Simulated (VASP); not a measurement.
Given:

```xyz
2
Lattice="0.0000 2.0506 2.0506 2.0506 0.0000 2.0506 2.0506 2.0506 0.0000" Properties=species:S:1:pos:R:3 pbc="T T T"
V      0.0000     0.0000     0.0000
N      2.0506     2.0506     2.0506
```

These are rev-vdW-DF2, VASP's PBE PAW potentials (set 64) (plane waves; VASP 6.6.1) values and carry that method's errors. Run with 520 eV cut-off, Gaussian smearing of 0.050 eV, potentials V_sv N.

Problem. What does the run give for the band gap (along the path) with the smallest direct gap where there is one?

Solution. 
| Quantity | Result |
|---|---|
| band gap (along the path) | none (metal, semimetal or under 0.01 eV) |

The absolute energy has meaning only against runs of the same code, potentials and settings.

The compound is VN in the rock salt structure, which distorts at low temperature. It was relaxed first. The run is not spin-polarised, so no magnetic state was tried. VASP warned that the highest band is occupied, so more bands are needed.
